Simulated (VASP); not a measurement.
Output of a VASP run:

File OSZICAR:
```
...
   7 F= 0.71954129E+01 E0= 0.71950709E+01  d E =-.204252E-04
       N       E                     dE             d eps       ncg     rms          rms(c)
DAV:   1     0.238941817289E+01    0.21335E-04   -0.28456E-07  1016   0.243E-03    0.806E-04
DAV:   2     0.238941811661E+01   -0.56284E-07   -0.41711E-08   832   0.200E-03
   8 F= 0.71954121E+01 E0= 0.71950708E+01  d E =-.759561E-06
       N       E                     dE             d eps       ncg     rms          rms(c)
DAV:   1     0.238948560828E+01    0.67435E-04   -0.29075E-07   832   0.693E-03    0.616E-04
DAV:   2     0.238948562662E+01    0.18335E-07   -0.20217E-08   832   0.240E-03
   9 F= 0.71954115E+01 E0= 0.71950699E+01  d E =-.136455E-05
       N       E                     dE             d eps       ncg     rms          rms(c)
DAV:   1     0.238962074839E+01    0.13514E-03   -0.11555E-06   832   0.138E-02    0.137E-03
DAV:   2     0.238962081180E+01    0.63413E-07   -0.11122E-07   832   0.523E-03
  10 F= 0.71954105E+01 E0= 0.71950684E+01  d E =-.240745E-05
       N       E                     dE             d eps       ncg     rms          rms(c)
DAV:   1     0.238989097008E+01    0.27022E-03   -0.49535E-06  1664   0.273E-02    0.299E-03
DAV:   2     0.238989125796E+01    0.28788E-06   -0.44597E-07   832   0.836E-03
  11 F= 0.71954085E+01 E0= 0.71950654E+01  d E =-.440972E-05
       N       E                     dE             d eps       ncg     rms          rms(c)
DAV:   1     0.239043129059E+01    0.54032E-03   -0.19266E-05  1744   0.550E-02    0.584E-03
DAV:   2     0.239043220019E+01    0.90960E-06   -0.16823E-06  1144   0.159E-02
  12 F= 0.71954045E+01 E0= 0.71950596E+01  d E =-.833346E-05
       N       E                     dE             d eps       ncg     rms          rms(c)
DAV:   1     0.239151103046E+01    0.10797E-02   -0.77430E-05  1712   0.110E-01    0.117E-02
DAV:   2     0.239151429511E+01    0.32646E-05   -0.69336E-06  1712   0.321E-02    0.469E-03
DAV:   3     0.239151472263E+01    0.42753E-06   -0.32540E-06  1600   0.163E-02
  13 F= 0.71953975E+01 E0= 0.71950499E+01  d E =-.154194E-04
       N       E                     dE             d eps       ncg     rms          rms(c)
DAV:   1     0.239366599201E+01    0.21517E-02   -0.37411E-04  1856   0.236E-01    0.245E-02
DAV:   2     0.239367893155E+01    0.12940E-04   -0.29599E-05  1808   0.661E-02    0.948E-03
DAV:   3     0.239368099496E+01    0.20634E-05   -0.13758E-05  2320   0.331E-02    0.670E-03
DAV:   4     0.239368011604E+01   -0.87891E-06   -0.26723E-07   832   0.599E-03
  14 F= 0.71953841E+01 E0= 0.71950313E+01  d E =-.287485E-04
       N       E                     dE             d eps       ncg     rms          rms(c)
DAV:   1     0.239796243064E+01    0.42814E-02   -0.14553E-03  1864   0.463E-01    0.490E-02
DAV:   2     0.239801125284E+01    0.48822E-04   -0.11619E-04  1848   0.132E-01    0.188E-02
DAV:   3     0.239801977718E+01    0.85243E-05   -0.52108E-05  2320   0.651E-02    0.126E-02
DAV:   4     0.239801763170E+01   -0.21455E-05   -0.11841E-06  1288   0.120E-02    0.488E-03
DAV:   5     0.239801601108E+01   -0.16206E-05   -0.19283E-06  1928   0.825E-03    0.173E-03
DAV:   6     0.239801565992E+01   -0.35116E-06   -0.33086E-08   832   0.225E-03
  15 F= 0.71953642E+01 E0= 0.71950039E+01  d E =-.486733E-04
```

### OUTCAR
```
------------------------ aborting loop because EDIFF is reached ----------------------------------------
  FORCE on cell =-STRESS in cart. coord.  units (eV):
  Direction    XX          YY          ZZ          XY          YZ          ZX
  --------------------------------------------------------------------------------------
  Total        4.7828276      4.7828276      4.7828276     -0.0000000     -0.0000000     -0.0000000
  in kB      448.6379080    448.6379080    448.6379080     -0.0000000     -0.0000000     -0.0000000
  external PRESSURE =      -1.3620920 kB  Pullay stress =     450.0000000 kB
  volume of cell :       17.08
      direct lattice vectors                 reciprocal lattice vectors
    -1.622357086  1.622357086  1.622357086     0.000000000  0.308193556  0.308193556
     1.622357086 -1.622357086  1.622357086     0.308193556  0.000000000  0.308193556
     1.622357086  1.622357086 -1.622357086     0.308193556  0.308193556  0.000000000
 POSITION                                       TOTAL-FORCE (eV/Angst)
 -----------------------------------------------------------------------------------
      0.00000      0.00000     -0.00000        -0.000000      0.000000     -0.000000
 -----------------------------------------------------------------------------------
    total drift:                                0.000000      0.000000      0.000000
  FREE ENERGIE OF THE ION-ELECTRON SYSTEM (eV)
  ---------------------------------------------------
  free  energy   TOTEN  =         2.3980156599 eV

  energy  without entropy=        2.3969347473  energy(sigma->0) =        2.39765536
  enthalpy is  TOTEN    =         7.1953642068 eV   P V=        4.7973485469

 reached required accuracy - stopping structural energy minimisation
```
(Selected blocks of OUTCAR.)

POSCAR:
```
K
1
   -1.7765449796     1.7765449796     1.7765449796
    1.7765449796    -1.7765449796     1.7765449796
    1.7765449796     1.7765449796    -1.7765449796
K
1
Direct
  1.0000000000   0.0000000000   0.0000000000
```

### Question
Reconstruct the remaining input files.

### Answer
This is not unique; one that fits is the input of the run itself, PBE GGA, plane waves, VASP's PBE PAW potentials (set 64).

**KPOINTS**
```
K-points
0
gamma
 14 14 14
0 0 0
```

### INCAR
```
ISMEAR = 1
LWAVE = F
PREC = Accurate
SIGMA = 0.1   # width (eV)
LASPH = T   # aspherical one-centre terms
NELM = 100   # most electronic steps
ENCUT = 500
ISIF = 3   # ions, shape and volume
PSTRESS = 450   # kbar
LREAL = F   # projection in real space or not
SYSTEM = K
IBRION = 2
LCHARG = F
GGA = PE   # PBE
EDIFFG = -0.02   # ionic stop
EDIFF = 1E-6
NSW = 40   # most ionic steps
ALGO = Normal
```

POTCAR, in this order: K_sv (PBE.64 set). Program: vasp_std.

Energy and stress use the plane-wave basis of the starting cell.

The compound is K in the bcc structure. This run relaxes it under an external pressure of 45 GPa. Symmetry was kept, so distortions that lower it aren't found.
